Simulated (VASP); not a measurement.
The system is Zr.

```xyz
2
Lattice="3.2320 0.0000 0.0000 -1.6160 2.7990 0.0000 0.0000 0.0000 5.1470" Properties=species:S:1:pos:R:3 pbc="T T T"
Zr    0.0000    1.8660    1.2868
Zr    1.6160    0.9330    3.8603
```

```yaml
Program: VASP 6.6.1
Task: relaxation of cell and atoms
Functional: LDA
Potentials_or_basis: VASP PAW LDA potentials, release 64 (Zr_sv)
Cutoff: 600 eV
k_mesh: 15 × 15 × 7
Occupations: methfessel-paxton, width 0.1 eV
Spin: no spin polarisation
```

At the start: pressure -6.0 GPa; volume 23.28 Å³/atom.

Task: Where does the relaxation end?

Result: Over 6 steps the energy falls by 28.9 meV/atom and the volume is 21.82 Å³/atom (-6.3 %); space group P6_3/mmc (No. 194, to 0.05 Å).

Step by step:
```
step  energy change (eV)  largest force (eV/Å)  pressure (GPa)  volume (Å³)
   1              0.0000                0.0000           -6.03        46.56
   2              0.0062                0.0000            7.62        40.90
   3             -0.0568                0.0000           -0.04        43.71
   4             -0.0568                0.0000            0.08        43.66
   5             -0.0576                0.0000            0.05        43.65
   6             -0.0578                0.0000            0.03        43.63
```

Final structure:
```yaml
crystal:
  lattice:
    - [3.14908, 0.00000, 0.00000]
    - [-1.57454, 2.72718, 0.00000]
    - [0.00000, 0.00000, 5.08064]
  atoms:
    - { symbol: Zr, position: [0.33333, 0.66667, 0.25000] }
    - { symbol: Zr, position: [0.66667, 0.33333, 0.75000] }
```
